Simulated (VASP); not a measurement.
Consider the following.

```xyz
5
Lattice="3.8242 0.0000 0.0000 0.0000 3.8242 0.0000 0.0000 0.0000 3.8242" Properties=species:S:1:pos:R:3 pbc="T T T"
Sr     0.0000     0.0000     0.0000
Ti     1.9121     1.9121     1.9121
O      1.9121     0.0000     1.9121
O      0.0000     1.9121     1.9121
O      1.9121     1.9121     0.0000
```

Method: r2SCAN+rVV10, VASP's PBE PAW potentials (set 64) (plane waves; VASP 6.6.1). Numerical set-up: 520 eV cut-off, 6×6×6 Γ-centred mesh, Gaussian smearing of 0.050 eV, potentials Sr_sv Ti_sv O.

**Question.** Estimate the energy per atom (σ→0), pressure, band gap (on the k-mesh) with the smallest direct gap where there is one.

**Answer.** 
- band gap (on the k-mesh) = 2.40 eV
- smallest direct gap (on the k-mesh) = 2.74 eV
- energy per atom (σ→0) = -12.445 eV/atom
- pressure = 13.66 GPa

Total energies compare only between runs with the same potentials, cut-off and functional.

The compound is SrTiO3 in the cubic perovskite structure, the ideal cubic form; the compound distorts at low or room temperature. This cell is one point of a volume scan, at 0.94 of the reference volume.
